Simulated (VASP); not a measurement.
Input:

```xyz
2
Lattice="3.6575 0.0000 0.0000 -1.8287 3.1675 0.0000 0.0000 0.0000 3.8008" Properties=species:S:1:pos:R:3 pbc="T T T"
Se     0.0000     2.1116     0.9502
Se     1.8287     1.0558     2.8506
```

Level of theory: r2SCAN meta-GGA, VASP's PBE PAW potentials (set 64) (plane waves; VASP). Settings: 400 eV cut-off, 13×13×11 Γ-centred mesh, tetrahedra with Blöchl corrections, potentials Se.

Problem. Give the energies of bands 3 to 9 at the high-symmetry points, in eV from the Fermi level.

Solution. 
```tsv
band	Γ	M	K	A	L	H
3	-5.08	-4.30	-6.22	-1.01	-6.55	-6.41
4	-2.59	-4.19	-1.80	-1.01	-6.55	-6.41
5	-2.59	-2.92	-1.80	-0.80	-1.83	-3.70
6	0.81	-0.66	-1.56	-0.80	-1.83	-3.70
7	0.81	-0.65	-1.56	-0.80	1.27	3.41
8	3.59	2.37	1.49	-0.80	1.27	3.41
9	4.71	4.61	7.46	8.61	9.52	10.51
```

It has no gap at this level: it comes out as a metal or semimetal.

The structure was generated: Se was put into the hcp type (P6_3/mmc), which need not be its known phase. It was relaxed first, which changed the volume by +8 %.
